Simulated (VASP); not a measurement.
Consider the following.

```yaml
crystal:
  lattice:
    - [4.11888, 0.00000, 0.00000]
    - [0.00000, 4.11888, 0.00000]
    - [0.00000, 0.00000, 6.58887]
  atoms:
    - { symbol: Pb, position: [0.50000, 0.00000, 0.81967] }
    - { symbol: Pb, position: [0.00000, 0.50000, 0.18033] }
    - { symbol: O, position: [0.50000, 0.50000, 0.00000] }
    - { symbol: O, position: [0.00000, 0.00000, 0.00000] }
```

Level of theory: RPBE GGA, VASP's PBE PAW potentials (set 64) (plane waves; VASP). Run with 520 eV cut-off, Gaussian smearing of 0.050 eV, potentials Pb_d O.

Without a dispersion term in the relaxation, distances and binding between the weakly bound layers, chains or molecules are unreliable, and so is what depends on them. Unless said otherwise, spin-orbit coupling is left out, though it shifts the bands of the heavy elements here.

**Question.** Give the energies of bands 13 to 23 at the high-symmetry points, in eV from the valence-band maximum.

**Answer.** 
```csv
band,Γ,X,M,Z,R,A
13,-7.14,-6.78,-7.59,-7.32,-6.79,-7.59
14,-5.56,-6.78,-7.59,-5.22,-6.79,-7.59
15,-3.52,-2.66,-2.84,-3.52,-2.74,-2.89
16,-3.52,-2.66,-2.84,-3.52,-2.74,-2.89
17,-1.23,-2.43,-1.46,-1.24,-2.43,-1.52
18,-1.23,-2.43,-1.46,-1.24,-2.43,-1.52
19,-1.22,-0.91,-0.63,-1.22,-0.76,-0.63
20,0.00,-0.91,-0.63,-0.41,-0.76,-0.63
21,1.81,3.26,2.57,1.90,3.07,3.42
22,3.56,3.26,2.57,3.73,3.07,3.42
23,5.62,4.99,5.62,5.12,5.48,4.36
```

The gap is direct, 1.81 eV, from the valence maximum at Γ to the conduction minimum at Γ.

The compound is PbO in the litharge structure. It was relaxed first, which changed the volume by +41 %.
